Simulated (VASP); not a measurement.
```
O2Si
1.0
    5.05040     0.00000     0.00000
    0.00000     5.05040     0.00000
    0.00000     0.00000     7.04006
Si O
4 8
Cartesian
  1.50683   1.50683   7.04006
  4.03203   1.01837   5.28005
  1.01837   4.03203   1.76002
  3.54357   3.54357   3.52003
  1.21163   0.51485   1.25468
  3.73683   2.01035   4.02537
  1.31357   3.04005   0.50534
  3.83878   4.53556   4.77471
  4.53556   3.83878   2.26535
  2.01035   3.73683   3.01469
  3.04005   1.31357   6.53473
  0.51485   1.21163   5.78539
```

Method: PBE GGA, VASP's PBE PAW potentials (set 64) (plane waves; VASP). Settings: 520 eV cut-off, 5×5×4 Γ-centred mesh, tetrahedra with Blöchl corrections, potentials Si O.

Question: Tabulate the total density of states (states/eV per cell) against energy (eV; zero at the valence-band maximum or, without a gap, the Fermi level).

Answer: 
(E (eV), DOS (states/eV)): (-9.97, 0.00); (-9.73, 0.00); (-9.49, 0.00); (-9.25, 0.56); (-9.01, 1.09); (-8.77, 1.80); (-8.53, 3.22); (-8.29, 3.08); (-8.05, 4.02); (-7.81, 2.09); (-7.57, 0.90); (-7.33, 0.31); (-7.09, 1.45); (-6.85, 3.22); (-6.61, 3.71); (-6.37, 3.46); (-6.13, 3.29); (-5.89, 1.51); (-5.65, 0.67); (-5.41, 11.4); (-5.17, 18.5); (-4.93, 0.46); (-4.69, 0.00); (-4.45, 0.00); (-4.21, 0.00); (-3.97, 0.00); (-3.73, 0.00); (-3.49, 0.00); (-3.25, 0.00); (-3.01, 14.4); (-2.77, 8.10); (-2.53, 12.4); (-2.29, 12.4); (-2.05, 8.10); (-1.81, 16.9); (-1.57, 11.1); (-1.33, 2.19); (-1.09, 10.6); (-0.85, 13.3); (-0.61, 8.58); (-0.37, 13.4); (-0.13, 3.18); (0.11, 0.00); (0.35, 0.00); (0.59, 0.00); (0.83, 0.00); (1.07, 0.00); (1.31, 0.00); (1.55, 0.00); (1.79, 0.00); (2.03, 0.00); (2.27, 0.00); (2.51, 0.00); (2.75, 0.00); (2.99, 0.00); (3.23, 0.00); (3.47, 0.00); (3.71, 0.00); (3.95, 0.00); (4.19, 0.00); (4.43, 0.00); (4.67, 0.00); (4.91, 0.00); (5.15, 0.00); (5.39, 0.00); (5.63, 0.02); (5.87, 0.17); (6.11, 0.43); (6.35, 0.54); (6.59, 0.68); (6.83, 0.89); (7.07, 1.41); (7.31, 1.65); (7.55, 1.64); (7.79, 1.75); (8.03, 2.31); (8.27, 2.97); (8.51, 2.06); (8.75, 3.00); (8.99, 7.39)
Within 2 eV below the valence-band maximum the largest weight inside VASP's projection spheres is O p.

The compound is SiO2 in the cristobalite structure. It was relaxed first, which changed the volume by +6 %.
